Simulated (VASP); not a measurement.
The cell holds one Bi₂Se₃ (tetradymite) bilayer, with vacuum along c. Ionisation potential and electron affinity count from the cell's own band edges, surface states included.

Here is the system:

```
Bi2Se3
1.0
    4.18853     0.00000     0.00000
   -2.09427     3.62738     0.00000
    0.00000     0.00000    32.97707
Bi Se
4 6
Direct
  0.33333   0.66667   0.29373
  0.00000   0.00000   0.58769
  0.00000   0.00000   0.41231
  0.66667   0.33333   0.70627
  0.00000   0.00000   0.24600
  0.66667   0.33333   0.35313
  0.33333   0.66667   0.46032
  0.66667   0.33333   0.53968
  0.33333   0.66667   0.64687
  0.00000   0.00000   0.75400
```

Computed with optB88-vdW, VASP's PBE PAW potentials (set 64) (plane waves; VASP 6.6.1). Run with 400 eV cut-off, 12×12×1 Γ-centred mesh, Gaussian smearing of 0.050 eV, potentials Bi_d Se.

Unless said otherwise, spin-orbit coupling is left out, though it shifts the bands of the heavy elements here.

```json
{
 "energy_to_cut_it_from_the_bulk_per_area": "22.2 meV/Å²",
 "ionisation_potential": "5.93 eV",
 "electron_affinity": "5.41 eV",
 "band gap (on the k-mesh)": "0.52 eV"
}
```

The cell is a sheet with vacuum, built from Bi2Se3 (tetradymite).
